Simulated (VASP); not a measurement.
Data:

```yaml
crystal:
  lattice:
    - [4.71305, 0.00000, 0.00000]
    - [0.00000, 4.71305, 0.00000]
    - [0.00000, 0.00000, 4.71305]
  atoms:
    - { symbol: Tb, position: [0.50000, 0.00000, 0.50000] }
    - { symbol: Tb, position: [0.00000, 0.50000, 0.50000] }
    - { symbol: Tb, position: [0.50000, 0.50000, 0.00000] }
    - { symbol: Hg, position: [0.00000, 0.00000, 0.00000] }
```

All values below come from PBEsol GGA, VASP's PBE PAW potentials (set 64) (plane waves; VASP). Settings: 400 eV cut-off, Gaussian smearing of 0.050 eV, potentials Tb_3 Hg.

The 4f electrons are frozen in the core of the lanthanide potential, so 4f levels, which can set the real gap, and their magnetism are missing.

Task: Give the energies of bands 10 to 22 at the high-symmetry points, in eV from the Fermi level.

Result: 
| band | Γ | X | M | R |
|---|---|---|---|---|
| 10 | -7.14 | -7.02 | -7.05 | -7.11 |
| 11 | -7.14 | -7.00 | -6.94 | -7.11 |
| 12 | -7.05 | -6.97 | -6.92 | -7.11 |
| 13 | -7.05 | -6.92 | -6.92 | -6.85 |
| 14 | -7.05 | -6.92 | -6.81 | -6.85 |
| 15 | -6.89 | -5.29 | -4.83 | -5.46 |
| 16 | -3.26 | -3.56 | -2.17 | -1.43 |
| 17 | -0.50 | -1.58 | -2.17 | -1.43 |
| 18 | -0.50 | -0.50 | -0.92 | -1.43 |
| 19 | -0.50 | -0.50 | -0.60 | 0.31 |
| 20 | -0.47 | -0.33 | 0.25 | 0.31 |
| 21 | -0.47 | 1.12 | 0.25 | 0.31 |
| 22 | 2.00 | 1.64 | 0.39 | 1.63 |

It has no gap at this level: it comes out as a metal or semimetal.

The structure comes from a computed database's Tb3Hg entry (Pm-3m); how it stands against other phases isn't given here. It was relaxed first, which changed the volume by -7 %. The electron count is odd and the run is not spin-polarised, which forces a metal.
